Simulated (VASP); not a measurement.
A convergence study with VASP on AgBr (space group Fm-3m): one setting is varied, all else stays as given below, so the limit is that of these other settings.

```yaml
crystal:
  lattice:
    - [0.00000, 2.89365, 2.89365]
    - [2.89365, 0.00000, 2.89365]
    - [2.89365, 2.89365, 0.00000]
  atoms:
    - { symbol: Ag, position: [0.00000, 0.00000, 0.00000] }
    - { symbol: Br, position: [0.50000, 0.50000, 0.50000] }
```

Computed with PBE GGA, VASP's PBE PAW potentials (set 64) (plane waves; VASP). The tightest run used: 300 eV cut-off, 12×12×12 Γ-centred mesh, Gaussian smearing of 0.010 eV, potentials Ag Br.

Task: The settings run are 3×3×3 mesh; 4×4×4 mesh; 5×5×5 mesh; 6×6×6 mesh; 8×8×8 mesh; 9×9×9 mesh; 12×12×12 mesh. From which on does the mean ε∞ stay within 0.1  of the tightest run?

Result: From 8×8×8 mesh on: it is off by 0.03 there and by no more than 0.1 in any finer run, while 6×6×6 mesh is off by 0.15.
```tsv
setting	mean ε∞	highest Γ mode (cm⁻¹)	irreducible k-points	difference judged ()
3×3×3 mesh	8.30	80.2	4	2.30
4×4×4 mesh	6.89	76.6	8	0.90
5×5×5 mesh	6.34	78.3	10	0.35
6×6×6 mesh	6.15	78.4	16	0.15
8×8×8 mesh	6.02	78.5	29	0.03
9×9×9 mesh	6.01	78.5	35	0.01
12×12×12 mesh	6.00	78.5	72	0.00
```

Left out are rungs that failed or repeat a setting and relaxations that didn't move; long series are thinned to 24 rows.

The structure is a typed AgBr crystal (space group no. 225). The cell was not relaxed at this level.
